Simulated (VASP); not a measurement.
Here is the system:

```
CeO2
1.0
    0.00000     2.64537     2.64537
    2.64537     0.00000     2.64537
    2.64537     2.64537     0.00000
Ce O
1 2
Cartesian
  0.00000   0.00000   0.00000
  1.32268   1.32268   1.32268
  3.96805   3.96805   3.96805
```

Calculation: AM05 GGA, VASP's PBE PAW potentials (set 64) (plane waves; VASP). Run with 520 eV cut-off, 7×7×7 Γ-centred mesh, Gaussian smearing of 0.050 eV, potentials Ce O.

Problem. Give the stress tensor in GPa (positive for a compressed cell).

Solution. 
```
13.37   0.00   0.00
 0.00  13.37   0.00
 0.00   0.00  13.37
```
The pressure is its mean diagonal, 13.37 GPa.

The compound is CeO2 in the fluorite structure. This cell is one point of a volume scan, at 0.94 of the reference volume. The run is not spin-polarised, so no magnetic state was tried.
